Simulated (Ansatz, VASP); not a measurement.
# Bi (Bismuth): VASP beside Ansatz, part 2 of 2

One calculation is typed for both programs; each brings its own data sets. How far apart do they land? The structure shown is the end of the Ansatz relaxation below.

VASP 6.6.1 and Ansatz 0.2.0.

So far. Step 3 (VASP: single point, PBEsol, pair 1): The run ends at a pressure of 0.14 GPa, with forces up to 0.0028 eV/Å.

## (6) VASP: single point, PBEsol, pair 2

Level of this step: PBEsol; plane waves and PAW (Bi_d) (VASP).

The same cell, functional, mesh and smearing now go to VASP, with its own data sets.

The input, INCAR:

```
SYSTEM = Bi
PREC = Accurate
ENCUT = 500
EDIFF = 1E-06
NELM = 120
ISMEAR = 1
SIGMA = 0.2
LREAL = .FALSE.
ALGO = Normal
GGA = PS
NBANDS = 21
LORBIT = 11
LWAVE = .FALSE.
LCHARG = .FALSE.
ISIF = 2
LASPH = .TRUE.
GGA_COMPAT = .FALSE.
KPAR = 2
```

The input, POSCAR:

```
Bi
1.0
    2.2688080365      1.3098969306      3.8450685523
   -2.2688080365      1.3098969306      3.8450685523
    0.0000000000     -2.6197938612      3.8450685523
Bi
2
Direct
    0.2371260602      0.2371260616      0.2371260602
    0.7628739398      0.7628739412      0.7628739398
```

The input, KPOINTS:

```
Automatic mesh
0
Gamma
12 12 12
0 0 0
```

The projector-augmented-wave data sets are Bi_d (PBE family, release 64).

On the command line:

```
mpirun -np 2 vasp_std
```

Numbers of over 12 decimals in the logs are rounded to 6 here.

Output:

```text
[banner, memory and clock lines left out]
running    2 mpi-ranks, on    1 nodes
[...]
[... a notice as in an earlier step ...]

 LDA part: xc-table for (Slater+PW92), standard interpolation
 POSCAR, INCAR and KPOINTS ok, starting setup
[...]
entering main loop
       N       E                     dE             d eps       ncg     rms          rms(c)
DAV:   1     0.300294008811E+03    0.30029E+03   -0.16027E+04  7948   0.169E+03
DAV:   2     0.165164872937E+02   -0.28378E+03   -0.27739E+03  8043   0.440E+02
DAV:   3    -0.774735764035E+01   -0.24264E+02   -0.23933E+02  9503   0.146E+02
DAV:   4    -0.858303728116E+01   -0.83568E+00   -0.83524E+00  9486   0.297E+01
[...]
DAV:   8    -0.860417047089E+01    0.48557E-04   -0.14011E-03  9154   0.475E-01    0.159E-02
DAV:   9    -0.860417629859E+01   -0.58277E-05   -0.58042E-05 12040   0.690E-02    0.760E-03
DAV:  10    -0.860417574557E+01    0.55302E-06   -0.22670E-06  7790   0.111E-02
   1 F= -.86041757E+01 E0= -.86047451E+01  d E =0.170809E-02
```

OUTCAR, selected parts (step 6):

```text
  Total       -0.0321360     -0.0321360      0.1060124      0.0000000      0.0000000      0.0000000
  in kB       -0.7509530     -0.7509530      2.4772906      0.0000000      0.0000000      0.0000000
  external PRESSURE =       0.3251282 kB  Pullay stress =       0.0000000 kB

 POSITION                                       TOTAL-FORCE (eV/Angst)
 -----------------------------------------------------------------------------------
     -0.00000      0.00000      2.73530         0.000000      0.000000      0.002478
     -0.00000      0.00000      8.79991         0.000000     -0.000000     -0.002478
 -----------------------------------------------------------------------------------
    total drift:                                0.000006     -0.000004     -0.000010

  FREE ENERGIE OF THE ION-ELECTRON SYSTEM (eV)
  ---------------------------------------------------
  free  energy   TOTEN  =        -8.6041757456 eV

  energy  without entropy=       -8.6058838333  energy(sigma->0) =       -8.60474511

[... 1 part as in an earlier step ...]

[... 2 further parts left out ...]
[key lines of the parts left out:]
E-fermi :   6.4409
```

The run ends at a pressure of 0.03 GPa, with forces up to 0.0025 eV/Å.

## (7) Comparison

Both answers:

```tsv
quantity	Ansatz	VASP	difference
pressure (GPa)	0.10	0.03	+0.07
```

At this near-relaxed geometry the largest component of a force difference is 3 meV/Å.

## (8) Ansatz: relaxation, PBEsol

This run makes the geometry at which the two programs are then compared. The cell compared in this pair holds 69.23 Å³, against 68.56 Å³ for the pair before.

The structure compared here is the end of the Ansatz relaxation.

The input, input.yaml:

```yaml
crystal:
  lattice:
    - [2.2627711995, 1.3064115611, 3.9227467048]
    - [-2.2627711995, 1.3064115611, 3.9227467048]
    - [0.0, -2.6128231222, 3.9227467049]
  atoms:
    - { symbol: Bi, position: [0.2366793767, 0.2366793767, 0.2366793767] }
    - { symbol: Bi, position: [0.7633206233, 0.7633206233, 0.7633206233] }
  conventional_axes: [[1, -1, 0], [0, 1, -1], [1, 1, 1]]
kpoints:
  mp_grid: { grid: [12, 12, 12] }
hamiltonian:
  xc: pbesol
  pseudopotentials: { kind: paw, azcp: { folder: soft_1 }, xc_functional: pbe }
scf:
  occupations: { method: methfessel_paxton, width: 0.2 }
output:
  forces: true
  stress: true
  eigenvalues: true
relax:
  adjacent_minimum: "off"
  f_tol: 0.001
  max_steps: 60
  cell: { stress_tol: 0.01, fix: [c, angles] }
```

On the command line:

```
ansatz run input.yaml --threads 4 --pin off --max-ram 10240MiB --backend cpu --events-out ev --progress --plain --runs-dir out
```

Output:

```text
[...]
Crystal: 2 atoms, lattice volume = 69.576 Å³
Basis set: ecut = 420 eV, 1333 PW (Γ), exchange–correlation on 64×64×64 points (8 copies of the dense FFT grid, shifted against one another)
Bands: 19, of which v1, the nominal top of the filled ones, is band 15 counted from 1 (14 counted from 0)
Symmetry: 4 space group operations
k-points: 476 of 1728
[...]
k-point 475: bands = [... 11 lower, -0.3014, 8.9920, 9.3034, 9.3034, 10.4133, 10.4133, 10.4520, 16.9275]
--- Relaxed structure (4 steps of the walk, 4 accepted, 1 SCFs on fresh bases) ---
[...]
cell:  # Å, volume = 69.2289 Å³
    - [2.257113, 1.303145, 3.922747]
    - [-2.257113, 1.303145, 3.922747]
    - [0, -2.606289, 3.922747]
  atoms:
    - { symbol: Bi, position: [0.236228, 0.236228, 0.236228] }
    - { symbol: Bi, position: [0.763772, 0.763772, 0.763772] }
[key lines of the parts left out:]
SCF converged after 5 iterations
Free energy (F): -24488.930808 eV
Fermi energy:    9.805892 eV
P = ⅓ Tr σ = -0.0990 GPa (-0.990 kbar)
```

## (9) VASP: single point, PBEsol, pair 3

The same cell, functional, mesh and smearing now go to VASP, with its own data sets.

INCAR is that of step 6.

The input, POSCAR:

```
Bi
1.0
    2.2571128588      1.3031447166      3.9227467048
   -2.2571128588      1.3031447166      3.9227467048
    0.0000000000     -2.6062894331      3.9227467049
Bi
2
Direct
    0.2362275706      0.2362275635      0.2362275706
    0.7637724294      0.7637724223      0.7637724294
```

KPOINTS is that of step 6.

On the command line:

```
mpirun -np 2 vasp_std
```

Output:

```text
[... set-up lines as in an earlier step ...]
 entering main loop
       N       E                     dE             d eps       ncg     rms          rms(c)
DAV:   1     0.298437134140E+03    0.29844E+03   -0.16056E+04  7938   0.167E+03
DAV:   2     0.161805847171E+02   -0.28226E+03   -0.27621E+03  8023   0.436E+02
DAV:   3    -0.775850322667E+01   -0.23939E+02   -0.23633E+02  9477   0.145E+02
DAV:   4    -0.858308495079E+01   -0.82458E+00   -0.82388E+00  9517   0.296E+01
[...]
DAV:   8    -0.860415099228E+01    0.35091E-04   -0.16048E-03  9115   0.506E-01    0.165E-02
DAV:   9    -0.860415672638E+01   -0.57341E-05   -0.71028E-05 12063   0.789E-02    0.894E-03
DAV:  10    -0.860415615297E+01    0.57341E-06   -0.30683E-06  7812   0.125E-02
   1 F= -.86041562E+01 E0= -.86046376E+01  d E =0.144445E-02
```

OUTCAR, selected parts (step 9):

```text
  Total       -0.0317925     -0.0317925     -0.1591020      0.0000000     -0.0000000      0.0000000
  in kB       -0.7357799     -0.7357799     -3.6821275      0.0000000     -0.0000000      0.0000000
  external PRESSURE =      -1.7178958 kB  Pullay stress =       0.0000000 kB

 POSITION                                       TOTAL-FORCE (eV/Angst)
 -----------------------------------------------------------------------------------
      0.00000     -0.00000      2.77998         0.000000      0.000000      0.003004
      0.00000     -0.00000      8.98826         0.000000     -0.000000     -0.003004
 -----------------------------------------------------------------------------------
    total drift:                               -0.000031      0.000018      0.000054

  FREE ENERGIE OF THE ION-ELECTRON SYSTEM (eV)
  ---------------------------------------------------
  free  energy   TOTEN  =        -8.6041561530 eV

  energy  without entropy=       -8.6056005999  energy(sigma->0) =       -8.60463764

[... 1 part as in an earlier step ...]

[... 2 further parts left out ...]
[key lines of the parts left out:]
E-fermi :   6.3435
```

The run ends at a pressure of -0.17 GPa, with forces up to 0.0030 eV/Å.

## (10) Differences

The two programs side by side:

```tsv
quantity	Ansatz	VASP	difference
pressure (GPa)	-0.10	-0.17	+0.07
```

At this near-relaxed geometry the largest component of a force difference is 3 meV/Å.

## (11) What came out

- difference in pressure (single point, PBEsol, pair 1): 0.068 GPa
- difference in pressure (single point, PBEsol, pair 2): 0.066 GPa
- difference in pressure (single point, PBEsol, pair 3): 0.073 GPa

**Reading.** The difference in pressure is 0.073 GPa (single point, PBEsol, pair 3), within the 1 GPa picked in this series as the mark of a large difference. 3 further runs of this series are not shown here. How closely two codes agree says nothing of how well the functional describes the real material.

[Lines on the potential files, build, host, timing and source positions are cut from VASP's logs without a mark.]

[Logs are printed without paths, hosts, clocks, repeated set-up lines and the standing remarks that a program may print on its own settings, such as how far it seeks lower states.]

[Hosts, paths, dates, database ids (printed as entryN), source tags and the programs' standing remarks are cut or masked in the printed files.]
